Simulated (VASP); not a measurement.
Input:

```
CELL_PARAMETERS angstrom
      0.00000     3.11773     3.11773
      3.11773     0.00000     3.11773
      3.11773     3.11773     0.00000
ATOMIC_POSITIONS crystal
  In 0.00000 0.00000 0.00000
  As 0.25000 0.25000 0.25000
```

Method: revTPSS meta-GGA, VASP's PBE PAW potentials (set 64) (plane waves; VASP). Settings: 520 eV cut-off, 10×10×10 Γ-centred mesh, first-order Methfessel-Paxton smearing of 0.10 eV, potentials In_d As.

Unless said otherwise, spin-orbit coupling is left out, though it shifts the bands of the heavy elements here.

Problem. What does the run give for the energy per atom (σ→0), pressure, band gap (on the k-mesh) with the smallest direct gap where there is one?

Solution. 
- band gap (on the k-mesh) = none (metal, semimetal or under 0.01 eV)
- energy per atom (σ→0) = 8.305 eV/atom
- pressure = -2.75 GPa

Total energies compare only between runs with the same potentials, cut-off and functional.

The compound is InAs in the zinc blende structure. This cell is one point of a volume scan, at 1.06 of the reference volume.
